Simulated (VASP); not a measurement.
Given:

```xyz
2
Lattice="1.5019 -2.6014 0.0000 1.5019 2.6014 0.0000 0.0000 0.0000 5.6650" Properties=species:S:1:pos:R:3 pbc="T T T"
Cd     1.5019     0.8671     1.4162
Cd     1.5019    -0.8671     4.2487
```

Calculation: PBE GGA, VASP's PBE PAW potentials (set 64) (plane waves; VASP). Run with 300 eV cut-off, 13×13×6 Γ-centred mesh, Gaussian smearing of 0.10 eV, potentials Cd.

At this cut-off the stress carries a Pulay error, which pulls relaxed volumes low. Energy and stress use the plane-wave basis of the starting cell.

Task: The ions, cell shape and volume are relaxed. Predict the relaxed structure.

Result: 
```xyz
2
Lattice="1.5222 -2.6365 0.0000 1.5222 2.6365 0.0000 0.0000 0.0000 5.6735" Properties=species:S:1:pos:R:3 pbc="T T T"
Cd     1.5222     0.8788     1.4184
Cd     1.5222    -0.8788     4.2551
```
Space group P6_3/mmc (194), at a tolerance of 0.03 Å.

Task: How do energy and volume change from the first to the last step?

Result: The energy (σ→0) changes by -3.9 meV/atom and the volume by +2.9 %, in 8 ionic steps.

The structure is a typed Cd crystal (P6_3/mmc). This run relaxes it. Symmetry was kept, so distortions that lower it aren't found. The run is one of a series of settings (EDIFFG = -0.01, IBRION = 2, ISIF = 3, NSW = 50 against the base run), some of them coarse on purpose.
